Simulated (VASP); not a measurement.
OSZICAR of a VASP run on PbO₂ (rutile):

**OSZICAR**
```
       N       E                     dE             d eps       ncg     rms          rms(c)
DAV:   1     0.692101327646E+03    0.69210E+03   -0.26626E+04  1488   0.206E+03
DAV:   2     0.561911805815E+02   -0.63591E+03   -0.61205E+03  1656   0.555E+02
DAV:   3    -0.336137012955E+02   -0.89805E+02   -0.87691E+02  1907   0.231E+02
DAV:   4    -0.373637150113E+02   -0.37500E+01   -0.37399E+01  1799   0.509E+01
DAV:   5    -0.375025875653E+02   -0.13887E+00   -0.13884E+00  2008   0.928E+00    0.143E+01
DAV:   6    -0.315889825275E+02    0.59136E+01   -0.25696E+01  2286   0.593E+01    0.438E+00
DAV:   7    -0.316441019552E+02   -0.55119E-01   -0.17783E+00  1609   0.103E+01    0.276E+00
DAV:   8    -0.316432421245E+02    0.85983E-03   -0.47072E-01  2363   0.755E+00    0.120E+00
DAV:   9    -0.316123627686E+02    0.30879E-01   -0.12676E-01  2417   0.476E+00    0.131E-01
DAV:  10    -0.316138141851E+02   -0.14514E-02   -0.10115E-02  1700   0.633E-01    0.107E-01
DAV:  11    -0.316138291565E+02   -0.14971E-04   -0.41090E-04  2335   0.229E-01    0.338E-02
DAV:  12    -0.316138193027E+02    0.98538E-05   -0.50248E-05  2370   0.743E-02    0.131E-02
DAV:  13    -0.316138157397E+02    0.35631E-05   -0.17989E-05  2486   0.553E-02    0.328E-03
DAV:  14    -0.316138164760E+02   -0.73636E-06   -0.15820E-06  1906   0.115E-02    0.248E-03
DAV:  15    -0.316138167649E+02   -0.28888E-06   -0.16891E-07  1329   0.586E-03    0.948E-04
DAV:  16    -0.316138169326E+02   -0.16770E-06   -0.12622E-07  1129   0.297E-03    0.661E-05
DAV:  17    -0.316138169742E+02   -0.41602E-07   -0.31573E-08  1087   0.239E-03
   1 F= -.32938803E+02 E0= -.32938764E+02  d E =-.329388E+02
       N       E                     dE             d eps       ncg     rms          rms(c)
DAV:   1    -0.316402384603E+02   -0.26422E-01   -0.29369E+00  1502   0.126E+01    0.867E-01
DAV:   2    -0.316324695063E+02    0.77690E-02   -0.12376E-01  1913   0.325E+00    0.518E-01
DAV:   3    -0.316229546171E+02    0.95149E-02   -0.13512E-02  2200   0.154E+00    0.891E-02
DAV:   4    -0.316231169106E+02   -0.16229E-03   -0.32531E-03  2083   0.428E-01    0.410E-02
DAV:   5    -0.316230993685E+02    0.17542E-04   -0.16714E-04  1856   0.135E-01    0.868E-03
DAV:   6    -0.316231008081E+02   -0.14396E-05   -0.35760E-05  2065   0.570E-02    0.588E-03
DAV:   7    -0.316231011206E+02   -0.31246E-06   -0.17614E-06  1933   0.133E-02    0.300E-03
DAV:   8    -0.316231013778E+02   -0.25720E-06   -0.44393E-07  1523   0.524E-03    0.597E-04
DAV:   9    -0.316231013838E+02   -0.60772E-08   -0.56476E-08  1094   0.228E-03
   2 F= -.32948372E+02 E0= -.32948332E+02  d E =-.956845E-02
       N       E                     dE             d eps       ncg     rms          rms(c)
DAV:   1    -0.316261839117E+02   -0.30825E-02   -0.42940E-01  1510   0.483E+00    0.330E-01
DAV:   2    -0.316250836725E+02    0.11002E-02   -0.18090E-02  1921   0.126E+00    0.197E-01
DAV:   3    -0.316236985837E+02    0.13851E-02   -0.19785E-03  2169   0.590E-01    0.330E-02
DAV:   4    -0.316237241308E+02   -0.25547E-04   -0.46980E-04  2037   0.161E-01    0.155E-02
DAV:   5    -0.316237218287E+02    0.23021E-05   -0.22363E-05  1856   0.490E-02    0.306E-03
DAV:   6    -0.316237221051E+02   -0.27641E-06   -0.49347E-06  1932   0.191E-02    0.228E-03
DAV:   7    -0.316237221353E+02   -0.30197E-07   -0.18203E-07  1177   0.471E-03
   3 F= -.32949102E+02 E0= -.32949062E+02  d E =-.102993E-01
       N       E                     dE             d eps       ncg     rms          rms(c)
DAV:   1    -0.316268040145E+02   -0.30819E-02   -0.37898E-01  1496   0.454E+00    0.305E-01
DAV:   2    -0.316258831053E+02    0.92091E-03   -0.99516E-03  2342   0.102E+00    0.180E-01
DAV:   3    -0.316250904220E+02    0.79268E-03   -0.86291E-04  2281   0.379E-01    0.270E-02
DAV:   4    -0.316250899304E+02    0.49155E-06   -0.16195E-04  2248   0.993E-02    0.793E-03
DAV:   5    -0.316250908979E+02   -0.96750E-06   -0.31955E-06  1822   0.182E-02    0.293E-03
DAV:   6    -0.316250911749E+02   -0.27691E-06   -0.54040E-07  1849   0.654E-03    0.950E-04
DAV:   7    -0.316250911975E+02   -0.22631E-07   -0.31791E-08   884   0.179E-03
   4 F= -.32950442E+02 E0= -.32950402E+02  d E =-.134001E-02
       N       E                     dE             d eps       ncg     rms          rms(c)
DAV:   1    -0.316263733277E+02   -0.12822E-02   -0.21206E-01  1496   0.339E+00    0.228E-01
DAV:   2    -0.316258570567E+02    0.51627E-03   -0.55667E-03  2342   0.763E-01    0.135E-01
DAV:   3    -0.316254136961E+02    0.44336E-03   -0.48161E-04  2274   0.283E-01    0.203E-02
DAV:   4    -0.316254134312E+02    0.26488E-06   -0.90854E-05  2234   0.744E-02    0.592E-03
DAV:   5    -0.316254140164E+02   -0.58521E-06   -0.18085E-06  1828   0.139E-02    0.222E-03
DAV:   6    -0.316254141759E+02   -0.15948E-06   -0.25032E-07  1391   0.486E-03    0.643E-04
DAV:   7    -0.316254141897E+02   -0.13769E-07   -0.58047E-08   856   0.249E-03
   5 F= -.32950743E+02 E0= -.32950702E+02  d E =-.164086E-02
```

Problem. Which electronic solver shows in the log?

Solution. It is blocked Davidson (ALGO = Normal, or the opening steps of other solvers). The INCAR had ALGO = Normal.

Problem. Can the final energy be trusted as converged?

Solution. Self-consistency was reached. It stopped with EDIFF = 1E-7, NELM = 100, NSW = 30 and EDIFFG = -0.01 after 5 ionic steps (PBE GGA with D3 dispersion (Becke-Johnson damping), plane waves, VASP's PBE PAW potentials (set 64)).

The compound is PbO2 in the rutile structure. This cell is one point of a volume scan, at 0.94 of the reference volume. Symmetry was kept, so distortions that lower it aren't found.
